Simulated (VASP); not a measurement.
Given:

```
BaS
1.0
    0.00000     3.20421     3.20421
    3.20421     0.00000     3.20421
    3.20421     3.20421     0.00000
Ba S
1 1
Direct
  0.00000   0.00000   0.00000
  0.50000   0.50000   0.50000
```

Calculation: PBE GGA with D3 dispersion (zero damping), VASP's PBE PAW potentials (set 64) (plane waves; VASP 6.6.1). Numerical set-up: 520 eV cut-off, Gaussian smearing of 0.050 eV, potentials Ba_sv S.

Unless said otherwise, spin-orbit coupling is left out, though it shifts the bands of the heavy elements here.

Task: Give the energies of bands 6 to 11 at the high-symmetry points, in eV from the valence-band maximum.

Result: 
```csv
band,Γ,X,U,L,W
6,0.00,-0.53,-0.94,-1.92,-1.10
7,0.00,-0.14,-0.60,-1.07,-0.50
8,0.00,-0.14,-0.55,-1.07,-0.50
9,3.55,2.12,3.29,5.51,4.28
10,3.87,5.91,5.93,5.66,4.28
11,3.87,5.97,6.54,6.27,6.25
```

The gap is indirect, 2.12 eV, from the valence maximum at Γ to the conduction minimum at X.

The compound is BaS in the rock salt structure. It was relaxed first.
